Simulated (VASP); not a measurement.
Input of a VASP 6.6.1 run:

Contents of INCAR:

```
PREC     = Accurate       # precision mode
ENCUT    = 520            # plane-wave cutoff, eV
EDIFF    = 1E-6           # SCF threshold, eV
ISMEAR   = 0              # smearing method
SIGMA    = 0.1            # smearing width, eV
LREAL    = False          # projectors in reciprocal space
LASPH    = True           # aspherical terms in the spheres
NELM     = 100            # most SCF steps
ALGO     = Normal         # electronic algorithm
ISIF     = 2              # what is computed and relaxed
LWAVE    = False          # write WAVECAR
LCHARG   = True           # write CHGCAR
GGA      = PE             # functional
LELF     = True           # ELF
LVHAR    = True         
NBANDS   = 35             # bands
```

The input KPOINTS:

```
Automatic mesh
0
Gamma
  4 4 4
```

Contents of POSCAR:

```
Si3SnSe4
1.0
    5.1886435500      0.0000000000      0.0000000000
    0.0000000000      5.1886435500      0.0000000000
    0.0000000000      0.0000000000      5.1886435500
Si Sn Se
3 1 4
Direct
    0.0000000000      0.5000000000      0.5000000000
    0.5000000000      0.0000000000      0.5000000000
    0.5000000000      0.5000000000      0.0000000000
    0.5000000000      0.5000000000      0.5000000000
    0.5000000000      0.0000000000      0.0000000000
    0.0000000000      0.5000000000      0.0000000000
    0.0000000000      0.0000000000      0.5000000000
    0.0000000000      0.0000000000      0.0000000000
```

Potentials or basis: VASP PAW PBE potentials, release 64 (Si, Sn_d, Se).

The run is started by

```bash
$ cat potpaw_PBE.64/Si/POTCAR potpaw_PBE.64/Sn_d/POTCAR potpaw_PBE.64/Se/POTCAR > POTCAR
$ mpirun -np 1 vasp_std > vasp.out
```

Question: Estimate the band gap on the k mesh.

Answer: None (metal or under the smearing width).

Question: Predict the pressure.

Answer: 21.7 GPa.

Caveat: so large a pressure means that the cell lies far from this level's equilibrium, or that cutoff or potentials fall short.
